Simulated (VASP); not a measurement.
## AlSn under changes of volume

One of the cells (24.713 Å³/atom); the others are scaled copies at fixed shape and fractional positions:

```
Sn Al
1.0
     4.16095    0.00000    0.00000
    -2.08048    3.60349    0.00000
     0.00000    0.00000    3.29638
Sn Al
1 1
Cartesian
  0.0000 2.4023 1.6482
  4.1610 0.0000 0.0000
```

The cell comes from a database or a generator and needn't be the stable form of this composition.

```yaml
Program: VASP 6.6.1
Functional: r2SCAN
Potentials_or_basis: VASP PAW PBE potentials, release 64 (Sn_d, Al)
Cutoff: 520 eV
k_mesh: 6 × 6 × 8
Occupations: fermi-dirac, width 0.05 eV
Spin: no spin polarisation
```

```csv
volume (Å³/atom),energy over the lowest point (meV/atom),pressure (GPa)
23.724,?,?
24.219,1.88,1.1
24.713,0.00,0.0
25.207,1.53,-1.1
25.701,6.15,-2.0
```

Question: What does the run at 23.724 Å³/atom give?

Answer: Energy over the lowest point 7.51 meV/atom; pressure 2.4 GPa.

Worked out: A Birch-Murnaghan fit of order 2 (a polynomial in V^(-2/3)) to the other rows has its minimum at 24.73 Å³/atom with B0 = V·E''(V) = 55 GPa at fixed shape and positions, which overstates the stiffness. It gives 7.55 meV/atom at 23.724 Å³/atom, against the run's 7.51, and -dE/dV = 2.5 GPa, against 2.4.

Energies are extrapolated to zero smearing.

Caveats: the PAW data sets were made with another functional, which shifts forces and pressure a little.
